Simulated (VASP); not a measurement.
Output of a VASP run:

File OSZICAR:
```
       N       E                     dE             d eps       ncg     rms          rms(c)
DAV:   1     0.918834741617E+02    0.91883E+02   -0.87835E+03 13408   0.137E+03
DAV:   2    -0.152049568815E+02   -0.10709E+03   -0.96364E+02 13254   0.262E+02
DAV:   3    -0.185690118009E+02   -0.33641E+01   -0.32573E+01 16355   0.563E+01
DAV:   4    -0.186062799479E+02   -0.37268E-01   -0.37271E-01 14825   0.497E+00
DAV:   5    -0.186073350211E+02   -0.10551E-02   -0.10559E-02 17811   0.962E-01    0.183E+01
DAV:   6    -0.191917408529E+02   -0.58441E+00   -0.11114E+01 13831   0.807E+01    0.204E+01
DAV:   7    -0.172600003721E+02    0.19317E+01   -0.99546E+00 16518   0.835E+01    0.971E+00
DAV:   8    -0.170676286507E+02    0.19237E+00   -0.52843E-01 17729   0.120E+01    0.473E+00
DAV:   9    -0.170255865141E+02    0.42042E-01   -0.14102E-01 18451   0.779E+00    0.211E+00
DAV:  10    -0.170121083875E+02    0.13478E-01   -0.26528E-02 20196   0.334E+00    0.774E-01
DAV:  11    -0.170108573940E+02    0.12510E-02   -0.24036E-03 17398   0.813E-01    0.281E-01
DAV:  12    -0.170108519420E+02    0.54519E-05   -0.11147E-04 18176   0.142E-01    0.106E-01
DAV:  13    -0.170110089306E+02   -0.15699E-03   -0.52633E-05 16225   0.142E-01    0.701E-02
DAV:  14    -0.170110294144E+02   -0.20484E-04   -0.20422E-05 18929   0.107E-01    0.119E-02
DAV:  15    -0.170110390693E+02   -0.96549E-05   -0.18097E-06 18816   0.185E-02    0.629E-03
DAV:  16    -0.170110411405E+02   -0.20712E-05   -0.45864E-07 12117   0.185E-02    0.332E-03
DAV:  17    -0.170110404254E+02    0.71509E-06   -0.40031E-08  7201   0.247E-03    0.164E-03
DAV:  18    -0.170110398167E+02    0.60869E-06   -0.72455E-09  6893   0.173E-03    0.906E-04
DAV:  19    -0.170110392322E+02    0.58457E-06   -0.74255E-09  6844   0.159E-03    0.116E-04
DAV:  20    -0.170110392302E+02    0.19550E-08   -0.33539E-09  6739   0.751E-04
   1 F= -.17011039E+02 E0= -.17011039E+02  d E =0.000000E+00  mag=     3.0105
```

OUTCAR:
```
------------------------ aborting loop because EDIFF is reached ----------------------------------------
  FORCE on cell =-STRESS in cart. coord.  units (eV):
  Direction    XX          YY          ZZ          XY          YZ          ZX
  --------------------------------------------------------------------------------------
  Total        0.0048612      0.0048612     -0.0703873      0.0000000      0.0000000     -0.0000000
  in kB        0.2992993      0.2992993     -4.3336882      0.0000000      0.0000000     -0.0000000
  external PRESSURE =      -1.2450299 kB  Pullay stress =       0.0000000 kB
  volume of cell :       26.02
      direct lattice vectors                 reciprocal lattice vectors
     2.656749400  0.000000000  0.000000000     0.376399821  0.000000000  0.000000000
     0.000000000  2.656749400  0.000000000     0.000000000  0.376399821  0.000000000
     0.000000000  0.000000000  3.686771625     0.000000000  0.000000000  0.271240017
 POSITION                                       TOTAL-FORCE (eV/Angst)
 -----------------------------------------------------------------------------------
      0.00000      0.00000      0.00000         0.000000      0.000000      0.000000
      1.32837      1.32837      1.84339         0.000000      0.000000      0.000000
 -----------------------------------------------------------------------------------
    total drift:                               -0.000000      0.000000      0.000000
  FREE ENERGIE OF THE ION-ELECTRON SYSTEM (eV)
  ---------------------------------------------------
  free  energy   TOTEN  =       -17.0110392302 eV

  energy  without entropy=      -17.0110392302  energy(sigma->0) =      -17.01103923

 total charge

# of ion       s       p       d       tot
------------------------------------------
    1        0.431   0.496   6.218   7.145
    2        0.745   0.734   8.089   9.568
--------------------------------------------------
tot          1.177   1.230  14.306  16.713

 magnetization (x)

# of ion       s       p       d       tot
------------------------------------------
    1       -0.000  -0.003   2.650   2.647
    2       -0.022  -0.057   0.390   0.310
--------------------------------------------------
tot         -0.022  -0.060   3.040   2.957
```
(Selected blocks of OUTCAR.)

POSCAR:
```
FePt
1
    2.6567494003     0.0000000000     0.0000000000
    0.0000000000     2.6567494003     0.0000000000
    0.0000000000     0.0000000000     3.6867716252
Fe Pt
1 1
Direct
  0.0000000000   0.0000000000   0.0000000000
  0.5000000000   0.5000000000   0.5000000000
```

Question: Write an INCAR and KPOINTS that could have produced this output.

Answer: This is not unique; one that fits is the input of the run itself, LDA (Ceperley-Alder, Perdew-Zunger), plane waves, VASP's LDA PAW potentials (set 64).

**KPOINTS**
```
kpoints
0
G
  15 15 11
0 0 0
```

INCAR:
```
! general
SYSTEM =FePt
PREC   =Accurate
ENCUT  =520   ! plane-wave cut-off (eV)
LREAL  =F   ! projection in real space or not
LASPH  =T

! electronic loop
EDIFF  =1E-7
NELM   =100   ! most electronic steps
ALGO   =Normal
LMAXMIX=6   ! l cut-off of mixed one-centre charges

! smearing
ISMEAR =-5

! spin
ISPIN  =2   ! spin-polarised
MAGMOM =2.7 0.3

! ions
ISIF   =2   ! forces and stress, cell fixed

! output
LWAVE  =F
LCHARG =T
LORBIT =11   ! lm-projected
NEDOS  =601   ! DOS grid
```

POTCAR, in this order: Fe Pt (LDA.64 set). Program: vasp_std.

For a metal the tetrahedron method with Blöchl corrections gives inexact stress and forces.

The compound is FePt in the L1_0 structure. It was relaxed first, which changed the volume by -5 %.
